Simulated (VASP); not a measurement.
# Re (Rhenium): the relaxed cell at several levels of theory, part 2 of 2

Aim: relax Re (Rhenium) at several levels of theory and compare the cells. The starting structure is a measured crystal structure from the Crystallography Open Database. The first relaxation on each setting starts from this cell expanded by 3 % in volume.

VASP 6.6.1.

Results so far: PBEsol 14.56 Å³ an atom; LDA 14.38 Å³ an atom; PBE 14.93 Å³ an atom; PBEsol + D3(BJ) 14.28 Å³ an atom.

**6. Relaxation with r2SCAN**

Level of this step: r2SCAN; plane waves and PAW (Re) (VASP).

r2SCAN adds the kinetic-energy density, costs more than a GGA and is run with LASPH. This run starts from the cell of an earlier relaxation, which isn't shown; the restart sets up the plane waves anew.

The input, INCAR:

```
SYSTEM = Re
PREC = Accurate
ENCUT = 450
EDIFF = 1E-06
NELM = 100
ISMEAR = 1
SIGMA = 0.15
LREAL = .FALSE.
ALGO = Normal
METAGGA = R2SCAN
LASPH = .TRUE.
NBANDS = 13
LORBIT = 11
LWAVE = .FALSE.
LCHARG = .FALSE.
KPAR = 4
IBRION = 2
NSW = 50
ISIF = 3
EDIFFG = -0.006
```

The input, POSCAR:

```
Re
1.0
    2.7580962276      0.0000000000      0.0000000000
   -1.3790481138      2.3885813992      0.0000000000
    0.0000000000      0.0000000000      4.4631290688
Re
2
Direct
    0.6666666667      0.3333333333      0.7500000000
    0.3333333333      0.6666666667      0.2500000000
```

The input, KPOINTS:

```
Automatic mesh
0
Gamma
18 18 10
0 0 0
```

The projector-augmented-wave data sets are Re (PBE family, release 64).

The run is started by

```
> mpirun -np 4 vasp_std
```

What it wrote:

```text
[banner, memory and clock lines left out]
running    4 mpi-ranks, on    1 nodes
[...]
[... a notice as in an earlier step ...]

 LDA part: xc-table for (None), standard interpolation
 POSCAR, INCAR and KPOINTS ok, starting setup
[...]
entering main loop
       N       E                     dE             d eps       ncg     rms          rms(c)
DAV:   1    -0.605975051497E+02   -0.60598E+02   -0.66646E+03 11458   0.129E+03
DAV:   2    -0.104626712207E+03   -0.44029E+02   -0.38348E+02  9631   0.280E+02
DAV:   3    -0.106097210863E+03   -0.14705E+01   -0.13708E+01  9948   0.571E+01
DAV:   4    -0.106117498754E+03   -0.20288E-01   -0.20192E-01  9347   0.462E+00
[...]
DAV:  10    -0.104897656185E+03    0.30887E-04   -0.37561E-04 10254   0.493E-01    0.104E-01
DAV:  11    -0.104897663221E+03   -0.70361E-05   -0.60091E-06  7923   0.515E-02    0.495E-02
DAV:  12    -0.104897662384E+03    0.83645E-06   -0.44023E-06  6795   0.354E-02
   1 F= -.10489766E+03 E0= -.10489781E+03  d E =-.104898E+03
[...]
reached required accuracy - stopping structural energy minimisation
```

The job ended after 89 s (4 MPI ranks of Intel Xeon Platinum 8259CL at 2.50GHz (Skylake/Cascade Lake), shared host; peak memory 0.7 GiB).

Parts of OUTCAR (step 6):

```text
  Total        0.0073317      0.0073317      0.0059883      0.0000000      0.0000000     -0.0000000
  in kB        0.3995111      0.3995111      0.3263037      0.0000000      0.0000000     -0.0000000
  external PRESSURE =       0.3751086 kB  Pullay stress =       0.0000000 kB

 POSITION                                       TOTAL-FORCE (eV/Angst)
 -----------------------------------------------------------------------------------
      1.37905      0.79619      3.34735         0.000000      0.000000      0.000000
     -0.00000      1.59239      1.11578        -0.000000     -0.000000      0.000000
 -----------------------------------------------------------------------------------
    total drift:                               -0.000000      0.000000     -0.000000

  FREE ENERGIE OF THE ION-ELECTRON SYSTEM (eV)
  ---------------------------------------------------
  free  energy   TOTEN  =      -104.8976623842 eV

  energy  without entropy=     -104.8981171376  energy(sigma->0) =     -104.89781397

[... 2 parts as in an earlier step ...]

[... 2 further parts left out ...]
[key lines of the parts left out:]
E-fermi :   7.6751
```

With r2SCAN the relaxed cell holds 14.701 Å³ an atom, -0.09 % against the measured cell, with a = 2.758 Å and c = 4.463 Å. That is +1.00 % from PBEsol. Pressures at 0.985 and 1.015 times this volume, from two more relaxations that aren't shown, give a bulk modulus of 396.1 GPa.

**7. Relaxation with r2SCAN + rVV10**

rVV10 adds a nonlocal correlation energy for dispersion. This run starts from the cell of an earlier relaxation, which isn't shown; the restart sets up the plane waves anew.

Edit INCAR of step 6 so:

```diff
@@ -10,2 +10,6 @@
 METAGGA = R2SCAN
+LUSE_VDW = .TRUE.
+IVDW_NL = 2
+BPARAM = 11.95
+CPARAM = 0.0093
 LASPH = .TRUE.
```

The input, POSCAR:

```
Re
1.0
    2.7548838917      0.0000000000      0.0000000000
   -1.3774419458      2.3857994347      0.0000000000
    0.0000000000      0.0000000000      4.4583888454
Re
2
Direct
    0.6666666667      0.3333333333      0.7500000000
    0.3333333333      0.6666666667      0.2500000000
```

KPOINTS is that of step 6.

The run is started by

```
> mpirun -np 4 vasp_std
```

What it wrote:

```text
[banner, memory and clock lines left out]
running    4 mpi-ranks, on    1 nodes
[...]
|                                                                             |
|               ----> ADVICE to this user running VASP <----                  |
|                                                                             |
|     You have switched on vdW-DFT.                                           |
|     This routine was written and supplied by Jiri Klimes. We recommend      |
|     that you carefully read and cite the following publications:            |
|       J. Klimes, D.R. Bowler, A. Michelides                                 |
|          J. Phys.: Cond Matt. 22 022201 (2010)                              |
|       J. Klimes, D.R. Bowler, A. Michelides                                 |
|          Phys. Rev. B. 83, 195131 (2011)                                    |
|     and references therein.                                                 |
|                                                                             |

[...]
DAV:  10    -0.104690280711E+03    0.15244E-04   -0.31947E-04 10329   0.445E-01    0.112E-01
Total rVV10 correction in eV:      0.2067513    23.2699739
Total rVV10 correction in eV:      0.2067513    23.2699739
Total rVV10 correction in eV:      0.2067513    23.2699739
Total rVV10 correction in eV:      0.2067513    23.2699739
DAV:  11    -0.104690287087E+03   -0.63763E-05   -0.68236E-06  8109   0.631E-02    0.446E-02
Total rVV10 correction in eV:      0.2067380    23.2699739
Total rVV10 correction in eV:      0.2067380    23.2699739
Total rVV10 correction in eV:      0.2067380    23.2699739
Total rVV10 correction in eV:      0.2067380    23.2699739
DAV:  12    -0.104690286390E+03    0.69668E-06   -0.45458E-06  6542   0.358E-02
Total rVV10 correction in eV:      0.2067293    23.2699739
Total rVV10 correction in eV:      0.2067293    23.2699739
Total rVV10 correction in eV:      0.2067293    23.2699739
Total rVV10 correction in eV:      0.2067293    23.2699739
Total rVV10 correction in eV:      0.2067359    23.2699739
Total rVV10 correction in eV:      0.2067359    23.2699739
Total rVV10 correction in eV:      0.2067359    23.2699739
Total rVV10 correction in eV:      0.2067359    23.2699739
   1 F= -.10469029E+03 E0= -.10469045E+03  d E =-.104690E+03
[...]
reached required accuracy - stopping structural energy minimisation
```

It took 1.7 min on 4 MPI ranks; peak memory 0.97 GiB.

Parts of OUTCAR (step 7):

```text
  Total        0.0067413      0.0067413      0.0081018      0.0000000     -0.0000000      0.0000000
  in kB        0.3685889      0.3685889      0.4429746      0.0000000     -0.0000000      0.0000000
  external PRESSURE =       0.3933841 kB  Pullay stress =       0.0000000 kB

 POSITION                                       TOTAL-FORCE (eV/Angst)
 -----------------------------------------------------------------------------------
      1.37744      0.79527      3.34379        -0.000000      0.000000      0.000000
     -0.00000      1.59053      1.11460         0.000000      0.000000      0.000000
 -----------------------------------------------------------------------------------
    total drift:                                0.000000     -0.000000     -0.000000

  FREE ENERGIE OF THE ION-ELECTRON SYSTEM (eV)
  ---------------------------------------------------
  free  energy   TOTEN  =      -104.6902863904 eV

  energy  without entropy=     -104.6907885121  energy(sigma->0) =     -104.69045376

[... 2 parts as in an earlier step ...]

[... 2 further parts left out ...]
[key lines of the parts left out:]
E-fermi :   7.7134
```

With r2SCAN + rVV10 the relaxed cell holds 14.652 Å³ an atom, -0.42 % against the measured cell, with a = 2.755 Å and c = 4.458 Å. That is +0.65 % from PBEsol. Pressures at 0.985 and 1.015 times this volume, from two more relaxations that aren't shown, give a bulk modulus of 401.7 GPa.

**8. Relaxation with rev-vdW-DF2**

rev-vdW-DF2 revises the exchange of vdW-DF2 for solids. This run starts from the cell of an earlier relaxation, which isn't shown; the restart sets up the plane waves anew.

Edit INCAR of step 7 so:

```diff
@@ -9,7 +9,8 @@
 ALGO = Normal
-METAGGA = R2SCAN
+GGA = MK
+AGGAC = 0
 LUSE_VDW = .TRUE.
-IVDW_NL = 2
-BPARAM = 11.95
-CPARAM = 0.0093
+PARAM1 = 0.1234
+PARAM2 = 0.711357
+ZAB_VDW = -1.8867
 LASPH = .TRUE.
```

The input, POSCAR:

```
Re
1.0
    2.7668665137      0.0000000000      0.0000000000
   -1.3834332568      2.3961766897      0.0000000000
    0.0000000000      0.0000000000      4.4675468242
Re
2
Direct
    0.6666666667      0.3333333333      0.7500000000
    0.3333333333      0.6666666667      0.2500000000
```

KPOINTS is that of step 7.

The run is started by

```
> mpirun -np 4 vasp_std
```

What it wrote:

```text
[banner, memory and clock lines left out]
running    4 mpi-ranks, on    1 nodes
[...]
[... a notice as in an earlier step ...]

 [... a notice as in an earlier step ...]

 LDA part: xc-table for (Slater+PW92), standard interpolation
 POSCAR, INCAR and KPOINTS ok, starting setup
[...]
entering main loop
       N       E                     dE             d eps       ncg     rms          rms(c)
DAV:   1     0.220586990176E+02    0.22059E+02   -0.63805E+03 11446   0.123E+03
DAV:   2    -0.206642098550E+02   -0.42723E+02   -0.37409E+02  9574   0.277E+02
DAV:   3    -0.222172850296E+02   -0.15531E+01   -0.14122E+01 10086   0.578E+01
DAV:   4    -0.222426347222E+02   -0.25350E-01   -0.24917E-01  9202   0.481E+00
[...]
DAV:   9    -0.208508364524E+02    0.64624E-03   -0.36626E-04  9969   0.177E-01    0.387E-02
DAV:  10    -0.208508543214E+02   -0.17869E-04   -0.47155E-05  9448   0.574E-02    0.145E-02
DAV:  11    -0.208508541758E+02    0.14557E-06   -0.25290E-07  5725   0.205E-02
   1 F= -.20850854E+02 E0= -.20850865E+02  d E =-.208509E+02
[...]
reached required accuracy - stopping structural energy minimisation
```

The job ended after 41 s (4 MPI ranks; peak memory 1.2 GiB).

Parts of OUTCAR (step 8):

```text
  Total       -0.0039118     -0.0039118     -0.0053424     -0.0000000      0.0000000     -0.0000000
  in kB       -0.2116004     -0.2116004     -0.2889796     -0.0000000      0.0000000     -0.0000000
  external PRESSURE =      -0.2373935 kB  Pullay stress =       0.0000000 kB

 POSITION                                       TOTAL-FORCE (eV/Angst)
 -----------------------------------------------------------------------------------
      1.38343      0.79873      3.35066         0.000000     -0.000000      0.000000
     -0.00000      1.59745      1.11689        -0.000000      0.000000      0.000000
 -----------------------------------------------------------------------------------
    total drift:                               -0.000000      0.000000     -0.000000

  FREE ENERGIE OF THE ION-ELECTRON SYSTEM (eV)
  ---------------------------------------------------
  free  energy   TOTEN  =       -20.8508541758 eV

  energy  without entropy=      -20.8508862316  energy(sigma->0) =      -20.85086486

[... 2 parts as in an earlier step ...]

[... 2 further parts left out ...]
[key lines of the parts left out:]
E-fermi :   7.6942
```

With rev-vdW-DF2 the relaxed cell holds 14.810 Å³ an atom, +0.65 % against the measured cell, with a = 2.767 Å and c = 4.468 Å. That is +1.74 % from PBEsol. Pressures at 0.985 and 1.015 times this volume, from two more relaxations that aren't shown, give a bulk modulus of 381.8 GPa.

**9. Relaxation with TPSS**

TPSS is an older meta-GGA. This run starts from the cell of an earlier relaxation, which isn't shown; the restart sets up the plane waves anew.

Edit INCAR of step 8 so:

```diff
@@ -9,8 +9,3 @@
 ALGO = Normal
-GGA = MK
-AGGAC = 0
-LUSE_VDW = .TRUE.
-PARAM1 = 0.1234
-PARAM2 = 0.711357
-ZAB_VDW = -1.8867
+METAGGA = TPSS
 LASPH = .TRUE.
```

The input, POSCAR:

```
Re
1.0
    2.7604146437      0.0000000000      0.0000000000
   -1.3802073218      2.3905892064      0.0000000000
    0.0000000000      0.0000000000      4.4614602909
Re
2
Direct
    0.6666666667      0.3333333333      0.7500000000
    0.3333333333      0.6666666667      0.2500000000
```

KPOINTS is that of step 8.

The run is started by

```
> mpirun -np 4 vasp_std
```

What it wrote:

```text
[... set-up lines as in an earlier step ...]
 entering main loop
       N       E                     dE             d eps       ncg     rms          rms(c)
DAV:   1     0.321357968415E+02    0.32136E+02   -0.71139E+03 11040   0.136E+03
DAV:   2    -0.170966953435E+02   -0.49232E+02   -0.41615E+02  9745   0.310E+02
DAV:   3    -0.193631567561E+02   -0.22665E+01   -0.20570E+01 10370   0.748E+01
DAV:   4    -0.194014067353E+02   -0.38250E-01   -0.37858E-01  9538   0.698E+00
[...]
DAV:  12    -0.272975565962E+02   -0.51180E-05   -0.12031E-06  6190   0.459E-02    0.259E-02
DAV:  13    -0.272975578895E+02   -0.12933E-05   -0.35495E-06  8015   0.208E-02    0.156E-02
DAV:  14    -0.272975578813E+02    0.81418E-08   -0.16995E-07  4761   0.170E-02
   1 F= -.27297558E+02 E0= -.27297691E+02  d E =-.272976E+02
[...]
reached required accuracy - stopping structural energy minimisation
```

It took 86 s on 4 MPI ranks; peak memory 0.71 GiB.

OUTCAR, selected parts (step 9):

```text
  Total       -0.0044545     -0.0044545      0.0100176     -0.0000000     -0.0000000      0.0000000
  in kB       -0.2424121     -0.2424121      0.5451508     -0.0000000     -0.0000000      0.0000000
  external PRESSURE =       0.0201089 kB  Pullay stress =       0.0000000 kB

 POSITION                                       TOTAL-FORCE (eV/Angst)
 -----------------------------------------------------------------------------------
      1.38021      0.79686      3.34610         0.000000      0.000000      0.000000
     -0.00000      1.59373      1.11537        -0.000000      0.000000      0.000000
 -----------------------------------------------------------------------------------
    total drift:                               -0.000000      0.000000     -0.000000

  FREE ENERGIE OF THE ION-ELECTRON SYSTEM (eV)
  ---------------------------------------------------
  free  energy   TOTEN  =       -27.2975578813 eV

  energy  without entropy=      -27.2979580105  energy(sigma->0) =      -27.29769126

[... 2 parts as in an earlier step ...]

[... 2 further parts left out ...]
[key lines of the parts left out:]
E-fermi :   7.8328
```

With TPSS the relaxed cell holds 14.721 Å³ an atom, +0.05 % against the measured cell, with a = 2.760 Å and c = 4.461 Å. That is +1.13 % from PBEsol. Pressures at 0.985 and 1.015 times this volume, from two more relaxations that aren't shown, give a bulk modulus of 391.4 GPa.

**10. All runs side by side**

| level | volume (Å³/atom) | against the measured cell (%) | a (Å) | c (Å) | bulk modulus (GPa) | pressure left (GPa) | core minutes |
| --- | --- | --- | --- | --- | --- | --- | --- |
| PBEsol | 14.556 | -1.07 | 2.7507 | 4.4429 | 400.5 | -0.01 | 6.12 |
| LDA | 14.384 | -2.24 | 2.741 | 4.4216 | 412.5 | 0.04 | 5.77 |
| PBE | 14.929 | 1.46 | 2.7736 | 4.4818 | 372.9 | 0.03 | 6.47 |
| PBEsol + D3(BJ) | 14.28 | -2.95 | 2.733 | 4.415 | 420.0 | 0.0 | 10.1 |
| r2SCAN | 14.701 | -0.09 | 2.7581 | 4.4631 | 396.1 | 0.04 | 32.8 |
| r2SCAN + rVV10 | 14.652 | -0.42 | 2.7549 | 4.4584 | 401.7 | 0.04 | 49.2 |
| rev-vdW-DF2 | 14.81 | 0.65 | 2.7669 | 4.4675 | 381.8 | -0.02 | 12.4 |
| TPSS | 14.721 | 0.05 | 2.7604 | 4.4615 | 391.4 | 0.0 | 27.7 |

Core minutes are wall time times ranks, summed over the relaxations behind a row (those for a bulk modulus apart), on shared hosts.

**11. What came out**

| Item | Value |
| --- | --- |
| volume, PBEsol | 14.56 Å³/atom |
| volume, LDA | 14.38 Å³/atom |
| volume, PBE | 14.93 Å³/atom |
| volume, PBEsol + D3(BJ) | 14.28 Å³/atom |
| volume, r2SCAN | 14.70 Å³/atom |
| volume, r2SCAN + rVV10 | 14.65 Å³/atom |
| volume, rev-vdW-DF2 | 14.81 Å³/atom |
| volume, TPSS | 14.72 Å³/atom |

What this shows: Across 8 levels the volume of Re (Rhenium) spans 4.5 %, from 14.28 Å³ an atom (PBEsol + D3(BJ)) to 14.93 Å³ (PBE). Against the measured volume of the starting structure, TPSS comes nearest (+0.0 %) and PBEsol + D3(BJ) lies farthest (-2.9 %). The measured cell holds zero-point expansion and, unless it was taken cold, thermal expansion, which the runs lack, so small differences decide nothing. Adding D3(BJ) to PBEsol changes the volume by -1.9 %. Adding rVV10 to r2SCAN changes the volume by -0.3 %. The bulk modulus goes from 372.9 GPa (PBE) to 420.0 GPa (PBEsol + D3(BJ)). Spin-orbit coupling is left out of all runs, which can matter with elements this heavy. All runs keep the symmetry of the start, so they can't find a distortion of lower symmetry. Further runs on this material are not shown.

[Lines on the potential files, build, host, timing and source positions are cut from VASP's logs without a mark.]

[Logs are printed without paths, hosts, clocks, repeated set-up lines and the standing remarks that a program may print on its own settings, such as how far it seeks lower states.]

[Hosts, paths, dates, database ids (printed as entryN), source tags and the programs' standing remarks are cut or masked in the printed files.]
